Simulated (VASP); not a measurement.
Given:

```
CELL_PARAMETERS angstrom
     -1.88628     1.88628     4.79875
      1.88628    -1.88628     4.79875
      1.88628     1.88628    -4.79875
ATOMIC_POSITIONS crystal
  Ti 0.75000 0.25000 0.50000
  Ti 0.00000 0.00000 0.00000
  O  0.54306 0.04306 0.50000
  O  0.79306 0.79306 0.00000
  O  0.20694 0.20694 0.00000
  O  0.95694 0.45694 0.50000
```

Method: AM05 GGA, VASP's PBE PAW potentials (set 64) (plane waves; VASP). Run with 520 eV cut-off, Gaussian smearing of 0.050 eV, potentials Ti_sv O.

Q: What does the run give for the band gap (along the path) with the smallest direct gap where there is one?

A: 
The band gap (along the path) is 2.10 eV and the smallest direct gap (along the path) comes out as 2.41 eV.

The absolute energy has meaning only against runs of the same code, potentials and settings.

The compound is TiO2 in the anatase structure, one of several forms; rutile is the usual stable one. It was relaxed first.
